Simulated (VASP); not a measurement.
VASP input:

File POSCAR:
```
BP
1
    0.0000000000     2.2700000000     2.2700000000
    2.2700000000     0.0000000000     2.2700000000
    2.2700000000     2.2700000000     0.0000000000
B P
1 1
Direct
  0.0000000000   0.0000000000   0.0000000000
  0.2500000000   0.2500000000   0.2500000000
```

### INCAR
```
! general
SYSTEM = BP
PREC   = Accurate
ENCUT  = 520
LREAL  = .False.   ! projection in real space or not
LASPH  = .True.   ! aspherical one-centre terms

! electronic loop
EDIFF  = 1E-6
NELM   = 100   ! most electronic steps
ALGO   = Normal

! smearing
ISMEAR = 0   ! Gaussian
SIGMA  = 0.05   ! width (eV)

! functional
GGA    = PE

! ions
ISIF   = 2

! output
LWAVE  = .False.
LCHARG = .False.
```

KPOINTS:
```
Automatic mesh
0
Gamma
1 1 1
0 0 0
```

POTCAR, in this order: B P (PBE.64 set). Program: vasp_std.

**Question.** Write an equivalent input for Ansatz.

**Answer.** One equivalent input (not run):
Ansatz 0.2 input:
```yaml
crystal:
  lattice:
    - [0.0000000, 2.2700000, 2.2700000]
    - [2.2700000, 0.0000000, 2.2700000]
    - [2.2700000, 2.2700000, 0.0000000]
  atoms:
    - { symbol: B, position: [0.0000000, 0.0000000, 0.0000000] }
    - { symbol: P, position: [0.2500000, 0.2500000, 0.2500000] }
kpoints:
  mp_grid: { grid: [1, 1, 1] }
hamiltonian:
  xc: pbe
  pseudopotentials: { kind: paw }
scf:
  occupations: { method: gaussian, width: 0.05 }
  max_iter: 100
output: { forces: true, stress: true, eigenvalues: true }
```
What does not carry over: each code has its own PAW files, so the cut-off isn't converted (ENCUT is set for VASP's; basis.ecutwfc is left out, and Ansatz then takes the one that its files recommend); Ansatz stops its SCF on the density residual and VASP on the energy change (EDIFF).

The compound is BP in the zinc blende structure. The cell was not relaxed at this level. The k-mesh is coarse (spacing up to 2.40 per Å, 2π included), so the numbers may not be converged in it.
